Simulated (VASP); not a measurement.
A convergence study with VASP on Ni3Fe (space group Pm-3m): one setting is varied, all else stays as given below, so the limit is that of these other settings.

```
CELL_PARAMETERS angstrom
      3.53935     0.00000     0.00000
      0.00000     3.53935     0.00000
      0.00000     0.00000     3.53935
ATOMIC_POSITIONS crystal
  Fe 0.00000 0.00000 0.00000
  Ni 0.00000 0.50000 0.50000
  Ni 0.50000 0.00000 0.50000
  Ni 0.50000 0.50000 0.00000
```
Starting moments (μB, in the order of the record's atoms Fe Ni Ni Ni): 3.0 0.5 0.5 0.5.

Method: PBE GGA, VASP's PBE PAW potentials (set 64) (plane waves; VASP). The tightest run used: 450 eV cut-off, 9×9×9 Γ-centred mesh, Gaussian smearing of 0.10 eV, potentials Fe Ni.

| setting | highest Γ mode (cm⁻¹) | plane waves |
|---|---|---|
| ENCUT = 150 | 431.3 | 191 |
| ENCUT = 180 | 354.5 | 256 |
| ENCUT = 210 | 218.9 | 315 |

Q: These are the cheaper rows. Estimate the results at ENCUT = 450, and how far the last row shown lies from them.

A: 
| quantity | tightest run | last row shown is off by |
|---|---|---|
| highest Γ mode (cm⁻¹) | 269.2 | -50.3 |

Left out are rungs that failed or repeat a setting and relaxations that didn't move; long series are thinned to 24 rows.

The structure is a typed Ni3Fe crystal (space group no. 221). The cell was not relaxed at this level.
